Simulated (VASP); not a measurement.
VASP ran on this input.

### POSCAR
```
K
1
   -5.0885841600     5.0885841600     5.0885841600
    5.0885841600    -5.0885841600     5.0885841600
    5.0885841600     5.0885841600    -5.0885841600
K
1
Direct
  0.0000000000   0.0000000000   0.0000000000
```

### INCAR
```
SYSTEM = K
PREC = Accurate
ENCUT = 400
EDIFF = 1E-6
NELM = 100
ALGO = Normal
LREAL = .FALSE.
LASPH = .TRUE.
ISMEAR = 1
SIGMA = 0.1
GGA = PE
LWAVE = .FALSE.
LCHARG = .FALSE.
ISIF = 2
```

File KPOINTS:
```
Automatic mesh
0
Gamma
3 3 3
0 0 0
```

POTCAR, in this order: K_sv (PBE.64 set). Program: vasp_std.

What VASP printed:

File standard output:
```
 POSCAR found type information on POSCAR K
 POSCAR found :  1 types and       1 ions
 Reading from existing POTCAR
 Reading from existing POTCAR
 LDA part: xc-table for (Slater+PW92), standard interpolation
 POSCAR, INCAR and KPOINTS ok, starting setup
 WAVECAR not read
 entering main loop
       N       E                     dE             d eps       ncg     rms          rms(c)
DAV:   1     0.268386582131E+02    0.26839E+02   -0.25343E+03    96   0.524E+02
DAV:   2     0.221011353263E+01   -0.24629E+02   -0.24626E+02    64   0.126E+02
DAV:   3    -0.314824712985E-01   -0.22416E+01   -0.22416E+01    88   0.219E+01
DAV:   4    -0.126283417559E+00   -0.94801E-01   -0.96081E-01   120   0.401E+00
DAV:   5    -0.126529311746E+00   -0.24589E-03   -0.24339E-03   104   0.223E-01    0.182E-01
DAV:   6    -0.126857719046E+00   -0.32841E-03   -0.31967E-04   104   0.114E-01    0.113E-01
DAV:   7    -0.128083058664E+00   -0.12253E-02   -0.19565E-03    64   0.227E-01    0.445E-02
DAV:   8    -0.129425423796E+00   -0.13424E-02   -0.30212E-03    88   0.148E-01    0.212E-02
DAV:   9    -0.129679200604E+00   -0.25378E-03   -0.27691E-04    88   0.465E-02    0.959E-03
DAV:  10    -0.130020166847E+00   -0.34097E-03   -0.11320E-03    64   0.729E-02    0.126E-02
DAV:  11    -0.130057063776E+00   -0.36897E-04   -0.11433E-04    88   0.230E-02    0.609E-03
DAV:  12    -0.130060016804E+00   -0.29530E-05   -0.11787E-05    96   0.155E-02    0.124E-03
DAV:  13    -0.130063008985E+00   -0.29922E-05   -0.59528E-06    80   0.763E-03    0.839E-04
DAV:  14    -0.130063428231E+00   -0.41925E-06   -0.15446E-06    64   0.485E-03
   1 F= -.13006343E+00 E0= -.13205067E+00  d E =0.596172E-02
```

OUTCAR:
```
------------------------ aborting loop because EDIFF is reached ----------------------------------------
  FORCE on cell =-STRESS in cart. coord.  units (eV):
  Direction    XX          YY          ZZ          XY          YZ          ZX
  --------------------------------------------------------------------------------------
  Total       -0.2699780     -0.2699780     -0.2699780     -0.0000000     -0.0000000     -0.0000000
  in kB       -0.8207069     -0.8207069     -0.8207069     -0.0000000     -0.0000000     -0.0000000
  external PRESSURE =      -0.8207069 kB  Pullay stress =       0.0000000 kB
  volume of cell :      527.05
      direct lattice vectors                 reciprocal lattice vectors
    -5.088584160  5.088584160  5.088584160     0.000000000  0.098259159  0.098259159
     5.088584160 -5.088584160  5.088584160     0.098259159  0.000000000  0.098259159
     5.088584160  5.088584160 -5.088584160     0.098259159  0.098259159  0.000000000
 POSITION                                       TOTAL-FORCE (eV/Angst)
 -----------------------------------------------------------------------------------
      0.00000      0.00000      0.00000         0.000000      0.000000      0.000000
 -----------------------------------------------------------------------------------
    total drift:                               -0.000000     -0.000000     -0.000000
  FREE ENERGIE OF THE ION-ELECTRON SYSTEM (eV)
  ---------------------------------------------------
  free  energy   TOTEN  =        -0.1300634282 eV

  energy  without entropy=       -0.1360251511  energy(sigma->0) =       -0.13205067
```
(Selected blocks of OUTCAR.)

Question: The run ends quietly. Is anything wrong with it?

Answer: The cause: the lattice was typed in bohr, and VASP reads ångström. The run ends without an error. Against the sound run, the energy per atom (σ→0) rises by 0.913 eV/atom. To mend it, correct POSCAR, correct KPOINTS.
File POSCAR:
```
K
1
   -2.6928000000     2.6928000000     2.6928000000
    2.6928000000    -2.6928000000     2.6928000000
    2.6928000000     2.6928000000    -2.6928000000
K
1
Direct
  0.0000000000   0.0000000000   0.0000000000
```
File KPOINTS:
```
Automatic mesh
0
Gamma
7 7 7
0 0 0
```
The mended run (PBE GGA, plane waves, VASP's PBE PAW potentials (set 64)) converges, and its OSZICAR ends with
```
   1 F= -.10456254E+01 E0= -.10454779E+01  d E =-.442430E-03
```

The compound is K in the bcc structure. The cell was not relaxed at this level.
